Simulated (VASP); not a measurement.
Here is the system:

```xyz
2
Lattice="0.0000 3.1030 3.1030 3.1030 0.0000 3.1030 3.1030 3.1030 0.0000" Properties=species:S:1:pos:R:3 pbc="T T T"
Cd     0.0000     0.0000     0.0000
Se     1.5515     1.5515     1.5515
```

Method: modified Becke-Johnson potential (mBJ), VASP's PBE PAW potentials (set 64) (plane waves; VASP). Settings: 520 eV cut-off, 6×6×6 Γ-centred mesh, Gaussian smearing of 0.050 eV, potentials Cd Se.

mBJ is a potential without an energy functional, so only the levels count.

Q: Predict the band gap (over mesh and band path) with the smallest direct gap where there is one.

A: 
The band gap (over mesh and band path) is 1.83 eV. The smallest direct gap (over mesh and band path) is 1.83 eV.

The absolute energy has meaning only against runs of the same code, potentials and settings.

The compound is CdSe in the zinc blende structure, whereas wurtzite is the usual form. It was relaxed first, which changed the volume by +8 %. The cell's shape comes from a PBE relaxation.
